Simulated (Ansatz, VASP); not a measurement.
**Bi (Bismuth): VASP beside Ansatz**

Aim: how closely do two programs agree when they are given the same cell, functional and k mesh? The cell is taken from a series of runs on this material, whose earlier steps may have relaxed, scaled, displaced or heated it; both programs get it as it stands.

Calculated with Ansatz 0.2.0; plane waves, with VASP 6.6.1 beside it; zone-centre phonons at PBEsol.

## 1. The structure

It takes space group R-3m (No. 166, trigonal). Conventional cell: a = 4.503 Å, b = 4.503 Å, c = 11.885 Å, α = 90.00°, β = 90.00°, γ = 120.00°. Nearest to Bi lie 3 Bi at 3.08 Å.

## 2. Ansatz: zone-centre phonons, PBEsol

Ansatz runs on its PAW soft_1 files.

Second derivatives magnify differences that forces hide, and they need a tight electronic threshold.

Input file input.yaml:

```yaml
crystal:
  lattice:
    - [2.2516862787, 1.3000116792, 3.9615857811]
    - [-2.2516862787, 1.3000116792, 3.9615857811]
    - [0.0, -2.6000233583, 3.9615857812]
  atoms:
    - { symbol: Bi, position: [0.2357662627, 0.2357662614, 0.2357662627] }
    - { symbol: Bi, position: [0.7642337373, 0.7642337386, 0.7642337373] }
kpoints:
  mp_grid: { grid: [12, 12, 12] }
hamiltonian:
  xc: pbesol
  pseudopotentials: { kind: paw, azcp: { folder: soft_1 }, xc_functional: pbe }
scf:
  occupations: { method: methfessel_paxton, width: 0.2 }
output:
  eigenvalues: true
phonons:
  method: dfpt
```

Started as:

```
$ ansatz run input.yaml --threads 4 --pin off --max-ram 10240MiB --backend cpu --events-out ev --progress --plain --runs-dir out
```

Numbers of over 12 decimals in the logs are rounded to 6 here.

The program printed:

```text
Engine: ansatz 0.2.0, aarch64-unknown-linux-gnu
Pseudopotentials: kind: paw
Pseudopotential: Bi, paw, valence charge 15, recommended cutoff 420 eV (normal), soft_1/Bi.paw.azcp
Functional definition: PBEsol
  exchange = pbesol_x
  correlation = pbesol_c
Crystal: 2 atoms, lattice volume = 69.579 Å³
Basis set: ecut = 420 eV, 1333 PW (Γ), exchange–correlation on 64×64×64 points (8 copies of the dense FFT grid, shifted against one another)
Bands: 19, of which v1, the nominal top of the filled ones, is band 15 counted from 1 (14 counted from 0)
Symmetry: 12 space group operations
k-points: 476 of 1728 (irreducible under 2 space group operations, time reversal used)
Non-local potential: Bi, projectors of the file, l = 0: 2, l = 1: 2, l = 2: 2, l = 3: 1
PAW form: soft (Blöchl's): semilocal exchange-correlation on the pseudo side does not see the compensation charge
PAW frozen core: Bi, regenerated for the run's functional, and the local potential with it (the file was generated under x = pbe(κ = 0.804, μ = 0.219515), c = pbe(β = 0.066725))
PAW one-centre angular grid: Bi, 590 points (default); XC on 64 Gauss nodes
Initial density: superposition of atomic densities (chi_scale 0.1, normalization cell)
Initial wavefunctions: pseudopotential atomic-orbital guess
Functional: x = pbesol(κ = 0.804, μ = 0.123457), c = pbesol(β = 0.046)
SCF iter   1: F=—  HF=-24488.942793 eV  |F-HF|=—  |Δ(HF+E_count)|=         —  Δρ=1.14e-2  dr2=7.67e-2  ethr=3.10e-3  ⟨swp⟩=5.5  Hψ=43812  notcnv=0
preconditioner: auto → Kerker (q_TF=auto, 2.371 Å⁻¹)  [metal: Δε(μ)=0.032 eV  Ē_g=20.188 eV  σ=0.200 eV  W_gap=0.13  n_scr=14 (ndim 8)  ℏωp=24.4 eV  f_vac=0.000  D(μ)=0.24/eV (n_scr^D=0)]
SCF iter   2: F=—  HF=-24488.933437 eV  |F-HF|=—  |Δ(HF+E_count)|=   9.36e-3  S|Δr|=    0.00e0  Δρ=7.32e-3  dr2=3.36e-2  ethr=2.56e-4  ⟨swp⟩=1.0  Hψ=12852  notcnv=0
SCF iter   3: F=—  HF=-24488.929025 eV  |F-HF|=—  |Δ(HF+E_count)|=   4.41e-3  S|Δr|=    0.00e0  Δρ=8.86e-4  dr2=8.41e-4  ethr=1.12e-4  ⟨swp⟩=2.0  Hψ=16199  notcnv=0
SCF iter   4: F=—  HF=-24488.928959 eV  |F-HF|=—  |Δ(HF+E_count)|=   6.56e-5  S|Δr|=    0.00e0  Δρ=3.78e-4  dr2=1.24e-4  ethr=2.80e-6  ⟨swp⟩=2.0  Hψ=16190  notcnv=0
SCF iter   5: F=—  HF=-24488.928939 eV  |F-HF|=—  |Δ(HF+E_count)|=   2.01e-5  S|Δr|=    0.00e0  Δρ=1.37e-4  dr2=2.41e-5  ethr=4.12e-7  ⟨swp⟩=2.0  Hψ=15178  notcnv=0
SCF iter   6: F=—  HF=-24488.928944 eV  |F-HF|=—  |Δ(HF+E_count)|=   4.54e-6  S|Δr|=    0.00e0  Δρ=2.76e-5  dr2=9.03e-7  ethr=8.04e-8  ⟨swp⟩=3.0  Hψ=16186  notcnv=0
SCF iter   7: F=—  HF=-24488.928939 eV  |F-HF|=—  |Δ(HF+E_count)|=   4.57e-6  S|Δr|=    0.00e0  Δρ=6.17e-6  dr2=5.53e-8  ethr=3.01e-9  ⟨swp⟩=2.0  Hψ=11484  notcnv=0
SCF iter   8: F=—  HF=-24488.928939 eV  |F-HF|=—  |Δ(HF+E_count)|=  6.37e-10  S|Δr|=    0.00e0  Δρ=1.38e-6  dr2=2.53e-9  ethr=1.84e-10  ⟨swp⟩=2.1  Hψ=12145  notcnv=0
SCF iter   9: F=—  HF=-24488.928939 eV  |F-HF|=—  |Δ(HF+E_count)|=  2.76e-10  S|Δr|=    0.00e0  Δρ=3.20e-7  dr2=1.59e-10  ethr=8.44e-12  ⟨swp⟩=2.9  Hψ=15772  notcnv=0
SCF iter  10: F=—  HF=-24488.928939 eV  |F-HF|=—  |Δ(HF+E_count)|=    0.00e0  S|Δr|=    0.00e0  Δρ=1.08e-7  dr2=2.06e-11  ethr=1.00e-12  ⟨swp⟩=1.1  Hψ=9234  notcnv=0
SCF iter  11: F=-24488.928939 eV  HF=-24488.928939 eV  |F-HF|=7.28e-12  |Δ(HF+E_count)|=  3.64e-12  S|Δr|=    0.00e0  Δρ=4.17e-8  dr2=2.36e-12  ethr=1.00e-12  ⟨swp⟩=5.1  Hψ=34873  notcnv=0
SCF 1 converged in 11 iterations: F = -24488.928939 eV  dr2 = 2.36e-12
  greatest PAW one-centre occupation: 0.988 electrons in one spin orbital (limit 2), on the Bi atom at site 1 (counted from 0), in its partial waves of l = 2
DFPT response loops at Γ: preconditioner auto → Kerker (q_TF=auto, 2.371 Å⁻¹) (partly filled bands, converged f_vac=0.001); β = 1.00, the filter's whole step (`scf.mixing.beta` (0.50) is not read by the response loops under this deck's `scf.mixing.preconditioner`; to damp them name `kerker` or `kerker_dos`, under which they read `scf.mixing.beta`, and type it under 1.00, their step now; both keys bind the ground state too); Broyden in place of MSR1
SCF converged after 11 iterations
Stability not checked: this state was not tested for a lower state beside it, because cold or Methfessel-Paxton smearing, or corrected tetrahedra, fill the levels in a way that the test cannot read (fill_not_monotonic; see scf.lower_state_search)
Free energy (F): -24488.928939 eV
Harris-Foulkes:  -24488.928939 eV  (|F-HF|=7.28e-12)
Internal energy: -24488.930247 eV  (E = F + TS)
E sigma→0 (E₀):  -24488.929266 eV
Entropy (-TS):   0.001308 eV (0.654 meV/atom)
Fermi energy:    9.739603 eV
--- Per-component energies (eV) ---
  E_band       = -216.230850
  E_kinetic    = 508.638478
  E_local      = -2697.111121  (includes V_loc(G=0)·N_el)
  E_nonlocal   = 820.612755
  E_hartree    = 1002.462628
  E_xc         = -300.516132
  E_vxc        = -261.515315  (∫ρ·V_xc dr)
  E_paw        = -21019.204206  (= ΣΔE_a)
  E_vpaw       = -591.781340  (= ΣTr[D̂ρ^β])
  E_aug_tail   = 0.000427  (compensation charges beyond the density's cutoff)
  E_ewald      = -2803.992665
  E_core_change = 0.179589  (= ΣΔE_core)
  E_smearing   = 0.001308  (= −TS)
  E_closure    = -0.000000  (closes the sum)
  Σ components = -24488.928939   (vs F -24488.928939, Δ=0.00e0)
--- Band table (eV; the first three rows and the last of 476) ---
  k-point 0: bands = [... 11 lower, 2.2816, 8.1073, 8.5907, 8.5907, 12.3931, 12.7391, 12.7391, 15.2095]
  k-point 1: bands = [... 11 lower, 2.1270, 8.1498, 8.5775, 8.5859, 12.2658, 12.3927, 12.5605, 14.9861]
  k-point 2: bands = [... 11 lower, 1.6991, 8.2378, 8.5782, 8.5784, 11.5838, 11.9956, 12.1164, 14.7278]
  k-point 475: bands = [... 11 lower, -0.3400, 8.9506, 9.2565, 9.2565, 10.4116, 10.4116, 10.4442, 16.7626]
--- Phonons (Γ-DFPT): 2 representative perturbations + reference, on 476 of 1728 k-points (Σ response iterations 6) ---
  k mesh reduced under 2 symmetry operations, with k and −k counted as one. Each operation leaves every solved perturbation unchanged. A smaller set is not used because it would not reduce the number of displacements times k-points to solve
  ASR residual: 1.144e-5 → 0.000e0 eV/Å²; symmetrization residual: 4.069e-5 eV/Å²
  ASR residual per site (eV/Å²): 1.14e-5 1.14e-5
  Γ frequencies (cm⁻¹): 0.00 0.00 0.00 71.35 71.35 101.89
  non-analytic LO–TO correction: not included (Born effective charges unavailable; polar crystals: no LO–TO splitting at Γ)
```

The column dr2 measures how far the density is from self-consistency, as an energy; F and HF (Harris–Foulkes) agree once it is small.

## 3. VASP: zone-centre phonons, PBEsol

The same cell, functional, mesh and smearing now go to VASP, with its own data sets.

Lines of VASP's logs that name or quote its potential files are left out, and so is its time.

Input file INCAR:

```
SYSTEM = Bi
PREC = Accurate
ENCUT = 500
EDIFF = 1E-08
NELM = 120
ISMEAR = 1
SIGMA = 0.2
LREAL = .FALSE.
ALGO = Normal
GGA = PS
NBANDS = 21
LORBIT = 11
LWAVE = .FALSE.
LCHARG = .FALSE.
ISIF = 2
IBRION = 8
LASPH = .TRUE.
GGA_COMPAT = .FALSE.
KPAR = 2
```

Input file POSCAR:

```
Bi
1.0
    2.2516862787      1.3000116792      3.9615857811
   -2.2516862787      1.3000116792      3.9615857811
    0.0000000000     -2.6000233583      3.9615857812
Bi
2
Direct
    0.2357662627      0.2357662614      0.2357662627
    0.7642337373      0.7642337386      0.7642337373
```

Input file KPOINTS:

```
Automatic mesh
0
Gamma
12 12 12
0 0 0
```

The projector-augmented-wave data sets are Bi_d (PBE family, release 64).

Started as:

```
$ mpirun -np 2 vasp_std
```

The program printed:

```text
[banner, memory and clock lines left out]
running    2 mpi-ranks, on    1 nodes
 distrk:  each k-point on    1 cores,    2 groups
 distr:  one band on    1 cores,    1 groups

 POSCAR found type information on POSCAR Bi
 POSCAR found :  1 types and       2 ions
|                                                                             |
|               ----> ADVICE to this user running VASP <----                  |
|                                                                             |
|     You enforced a specific xc type in the INCAR file but a different       |
|     [... a line on the potential file left out ...]
|     I HOPE YOU KNOW WHAT YOU ARE DOING!                                     |
|                                                                             |

 LDA part: xc-table for (Slater+PW92), standard interpolation
 POSCAR, INCAR and KPOINTS ok, starting setup
 FFT: planning ... GRIDC
 FFT: planning ... GRID_SOFT
 FFT: planning ... GRID
 WAVECAR not read
 entering main loop
       N       E                     dE             d eps       ncg     rms          rms(c)
DAV:   1     0.300010154054E+03    0.30001E+03   -0.16084E+04  7946   0.168E+03
DAV:   2     0.165957501146E+02   -0.28341E+03   -0.27739E+03  8003   0.438E+02
DAV:   3    -0.773394950197E+01   -0.24330E+02   -0.24026E+02  9438   0.146E+02
DAV:   4    -0.857916063077E+01   -0.84521E+00   -0.84473E+00  9470   0.298E+01
DAV:   5    -0.861845777315E+01   -0.39297E-01   -0.39296E-01 11186   0.574E+00    0.107E+00
DAV:   6    -0.860693859970E+01    0.11519E-01   -0.21161E-02 10327   0.164E+00    0.626E-01
DAV:   7    -0.860229220974E+01    0.46464E-02   -0.14256E-02 10006   0.141E+00    0.118E-01
DAV:   8    -0.860226422554E+01    0.27984E-04   -0.17036E-03  9164   0.522E-01    0.168E-02
DAV:   9    -0.860226942805E+01   -0.52025E-05   -0.77157E-05 11903   0.849E-02    0.937E-03
DAV:  10    -0.860226892498E+01    0.50307E-06   -0.38431E-06  9557   0.147E-02    0.165E-03
DAV:  11    -0.860226903768E+01   -0.11269E-06   -0.34523E-07 10115   0.466E-03    0.789E-04
DAV:  12    -0.860226895678E+01    0.80898E-07   -0.68021E-08  8342   0.254E-03    0.248E-04
DAV:  13    -0.860226898717E+01   -0.30391E-07   -0.12613E-08  5741   0.135E-03    0.941E-05
DAV:  14    -0.860226899910E+01   -0.11927E-07   -0.25007E-09  5154   0.481E-04    0.402E-05
DAV:  15    -0.860226900249E+01   -0.33883E-08   -0.72647E-10  4804   0.346E-04
   1 F= -.86022690E+01 E0= -.86027127E+01  d E =0.133107E-02
 Linear response reoptimize wavefunctions to high precision
DAV:   1    -0.860226900253E+01   -0.45929E-10   -0.26342E-10  4989   0.220E-04
 Linear response DOF=           2
 Linear response progress:
  Degree of freedom:   1/  2
       N       E                     dE             d eps       ncg     rms          rms(c)
RMM:   1    -0.328706235974E+00   -0.32871E+00    0.22166E-01 48407   0.841E+00
RMM:   2    -0.337277405470E+00   -0.85712E-02   -0.19992E-02 62334   0.117E+00    0.421E-02
RMM:   3    -0.337484556537E+00   -0.20715E-03   -0.16751E-03 66955   0.328E-01    0.243E-02
RMM:   4    -0.337363358349E+00    0.12120E-03   -0.13303E-04 68968   0.101E-01    0.568E-03
RMM:   5    -0.337368391549E+00   -0.50332E-05   -0.16196E-05 65965   0.321E-02    0.235E-03
RMM:   6    -0.337376210401E+00   -0.78189E-05   -0.17745E-06 69028   0.144E-02    0.938E-04
RMM:   7    -0.337376861660E+00   -0.65126E-06    0.14361E-06 68053   0.464E-03    0.337E-04
RMM:   8    -0.337372587087E+00    0.42746E-05    0.48841E-07 69703   0.169E-03    0.973E-05
RMM:   9    -0.337371128950E+00    0.14581E-05    0.10620E-06 70017   0.730E-04    0.312E-05
RMM:  10    -0.337370892754E+00    0.23620E-06    0.34510E-07 71705   0.336E-04    0.133E-05
RMM:  11    -0.337370888074E+00    0.46798E-08    0.28433E-07 73133   0.187E-04    0.106E-05
RMM:  12    -0.337370592995E+00    0.29508E-06    0.21013E-07 68526   0.121E-04    0.253E-06
RMM:  13    -0.337370610162E+00   -0.17167E-07    0.68138E-08 72863   0.792E-05    0.214E-06
RMM:  14    -0.337370541914E+00    0.68248E-07    0.57484E-08 70729   0.633E-05    0.635E-07
RMM:  15    -0.337370527335E+00    0.14580E-07    0.17704E-08 86038   0.559E-05    0.180E-07
RMM:  16    -0.337370526316E+00    0.10188E-08    0.17091E-08 81296   0.521E-05    0.225E-07
 first order change of Fermi-energy  -0.16808E-04
 force on displaced ion       1 direction 1 :  -1.967  -0.000   0.000
 Linear response progress:
  Degree of freedom:   2/  2
       N       E                     dE             d eps       ncg     rms          rms(c)
RMM:   1    -0.330342717075E+00   -0.33034E+00    0.23903E-01 10540   0.847E+00
RMM:   2    -0.338829974134E+00   -0.84873E-02   -0.19271E-02 13579   0.116E+00    0.395E-02
RMM:   3    -0.338931591213E+00   -0.10162E-03   -0.15714E-03 14628   0.320E-01    0.222E-02
RMM:   4    -0.338737187197E+00    0.19440E-03   -0.13640E-04 14785   0.105E-01    0.576E-03
RMM:   5    -0.338748517352E+00   -0.11330E-04   -0.16703E-05 15140   0.314E-02    0.334E-03
RMM:   6    -0.338761649205E+00   -0.13132E-04   -0.27384E-06 13922   0.141E-02    0.807E-04
RMM:   7    -0.338762891408E+00   -0.12422E-05   -0.37272E-07 14789   0.469E-03    0.558E-04
RMM:   8    -0.338761387519E+00    0.15039E-05   -0.41674E-08 12827   0.175E-03    0.853E-05
RMM:   9    -0.338760987677E+00    0.39984E-06   -0.27237E-08 15385   0.813E-04    0.508E-05
RMM:  10    -0.338760826292E+00    0.16138E-06    0.17816E-08 14941   0.308E-04    0.315E-05
RMM:  11    -0.338760738855E+00    0.87437E-07   -0.16217E-08 14303   0.174E-04    0.723E-06
RMM:  12    -0.338760796093E+00   -0.57238E-07   -0.79248E-09 15698   0.110E-04    0.261E-06
RMM:  13    -0.338760800337E+00   -0.42440E-08   -0.10539E-08 15772   0.756E-05    0.105E-06
 first order change of Fermi-energy   0.19662E+00
 force on displaced ion       1 direction 3 :   0.000  -0.000  -3.990
 Linear response finished
```

OUTCAR, selected parts (step 3):

```text
ion  position               nearest neighbor table
   1  0.236  0.236  0.236-   2 3.08   2 3.08   2 3.08   2 3.48   2 3.48   2 3.48
   2  0.764  0.764  0.764-   1 3.08   1 3.08   1 3.08   1 3.48   1 3.48   1 3.48

  LATTYP: Found a trigonal (rhomboedric) cell.
 ALAT       =     4.7385950834
 COS(alpha) =     0.5484076677

 Subroutine GETGRP returns: Found 12 space group operations
 (whereof 12 operations were pure point group operations)

The static configuration has the point symmetry D_3d.

 Found    189 irreducible k-points:

   k-points           NKPTS =    189   k-points in BZ     NKDIM =    189   number of bands    NBANDS=     21

   dimension x,y,z NGX =    36 NGY =   36 NGZ =   36
   dimension x,y,z NGXF=    72 NGYF=   72 NGZF=   72

   ENCUT  =  500.0 eV  36.75 Ry    6.06 a.u.   8.64  8.64  8.64*2*pi/ulx,y,z

   NELECT =      30.0000    total number of electrons

 k-points in reciprocal lattice and weights: Automatic mesh
   0.00000000  0.00000000  0.00000000       0.001
   0.08333333 -0.00000000  0.00000000       0.003
   0.16666667  0.00000000  0.00000000       0.003
   0.25000000  0.00000000  0.00000000       0.003
   0.33333333 -0.00000000 -0.00000000       0.003
   0.41666667 -0.00000000  0.00000000       0.003
   0.50000000  0.00000000  0.00000000       0.002
   0.08333333  0.08333333  0.00000000       0.003
   0.16666667  0.08333333  0.00000000       0.007
[...]
-0.41666667  0.50000000  0.41666667       0.003
   0.50000000  0.50000000  0.50000000       0.001

 average (electrostatic) potential at core
       1-104.2386       2-104.2386

  Total       -0.0327293     -0.0327293     -0.2792600      0.0000000     -0.0000000      0.0000000
  in kB       -0.7536542     -0.7536542     -6.4304867      0.0000000     -0.0000000      0.0000000
  external PRESSURE =      -2.6459317 kB  Pullay stress =       0.0000000 kB

  energy-cutoff  :      500.00
  volume of cell :       69.58
      direct lattice vectors                 reciprocal lattice vectors
     2.251686279  1.300011679  3.961585781     0.222055801  0.128203976  0.084141390
    -2.251686279  1.300011679  3.961585781    -0.222055801  0.128203976  0.084141390
     0.000000000 -2.600023358  3.961585781     0.000000000 -0.256407953  0.084141390

 POSITION                                       TOTAL-FORCE (eV/Angst)
 -----------------------------------------------------------------------------------
      0.00000     -0.00000      2.80202         0.000000      0.000000      0.002965
     -0.00000      0.00000      9.08273         0.000000     -0.000000     -0.002965
 -----------------------------------------------------------------------------------
    total drift:                                0.000000      0.000000      0.000000

 Eigenvectors and eigenvalues of the dynamical matrix
 ----------------------------------------------------

   1 f  =    3.054764 THz    19.193648 2PiTHz  101.895959 cm-1    12.633483 meV
             X         Y         Z           dx          dy          dz
      0.000000 -0.000000  2.802025    -0.000000   -0.000000    0.707107
     -0.000000  0.000000  9.082733     0.000000    0.000000   -0.707107

   2 f  =    2.144817 THz    13.476281 2PiTHz   71.543387 cm-1     8.870245 meV
             X         Y         Z           dx          dy          dz
      0.000000 -0.000000  2.802025     0.000003    0.707107    0.000000
     -0.000000  0.000000  9.082733    -0.000003   -0.707107   -0.000000

   3 f  =    2.144817 THz    13.476281 2PiTHz   71.543387 cm-1     8.870245 meV
             X         Y         Z           dx          dy          dz
      0.000000 -0.000000  2.802025    -0.707107    0.000003    0.000000
     -0.000000  0.000000  9.082733     0.707107   -0.000003   -0.000000

   4 f  =    0.000000 THz     0.000000 2PiTHz    0.000002 cm-1     0.000000 meV
             X         Y         Z           dx          dy          dz
      0.000000 -0.000000  2.802025    -0.012242    0.283597    0.647629
     -0.000000  0.000000  9.082733    -0.012242    0.283597    0.647629

   5 f  =    0.000000 THz     0.000000 2PiTHz    0.000000 cm-1     0.000000 meV
             X         Y         Z           dx          dy          dz
      0.000000 -0.000000  2.802025     0.433668   -0.508548    0.230891
     -0.000000  0.000000  9.082733     0.433668   -0.508548    0.230891

   6 f/i=    0.000000 THz     0.000000 2PiTHz    0.000000 cm-1     0.000000 meV
             X         Y         Z           dx          dy          dz
      0.000000 -0.000000  2.802025     0.558374    0.401188   -0.165126
     -0.000000  0.000000  9.082733     0.558374    0.401188   -0.165126

 ELASTIC MODULI CONTR FROM IONIC RELAXATION (kBar)
 Direction    XX          YY          ZZ          XY          YZ          ZX
 --------------------------------------------------------------------------------
 XX        -161.8481     31.0157   -118.9584      0.0000    191.1109     -0.0000
 YY          31.0157   -161.8481   -118.9584     -0.0000   -191.1109      0.0000
 ZZ        -118.9584   -118.9584   -216.3241     -0.0000      0.0000      0.0000
 XY           0.0000     -0.0000     -0.0000    -96.4319     -0.0000    188.9260
 YZ         191.1109   -191.1109      0.0000     -0.0000   -378.7480      0.0000
 ZX          -0.0000      0.0000      0.0000    188.9260      0.0000   -370.1372
 --------------------------------------------------------------------------------
```

## 4. Side by side

Known differences besides the potentials themselves: the cutoff is 420 eV in Ansatz and 500 eV in VASP; Ansatz makes its cores anew for this functional, VASP keeps those of its PBE data sets. Total energies have different zeros and are not compared.

Compared:

```
                  quantity  Ansatz   VASP  difference
optical mode 1 to 2 (cm⁻¹)    71.3   71.5     -0.27 %
     optical mode 3 (cm⁻¹)   101.9  101.9     -0.01 %
```

Modes are paired by rising frequency, not by their patterns, so a pair may set unlike modes beside each other; they are those without the splitting of longitudinal modes.

## 5. Summary of results

| Property | Result |
| --- | --- |
| r.m.s. difference of the optical zone-centre modes, each program's sorted by frequency (zone-centre phonons, PBEsol) | 0.16 cm⁻¹ |

In words: The r.m.s. difference of the optical zone-centre modes, each program's sorted by frequency is 0.16 cm⁻¹ (zone-centre phonons, PBEsol). How closely two codes agree says nothing of how well the functional describes the real material.

[Lines on the potential files, build, host, timing and source positions are cut from VASP's logs without a mark.]

[Logs are printed without paths, hosts, clocks, repeated set-up lines and the standing remarks that a program may print on its own settings, such as how far it seeks lower states.]

[Hosts, paths, dates, database ids (printed as entryN), source tags and the programs' standing remarks are cut or masked in the printed files.]
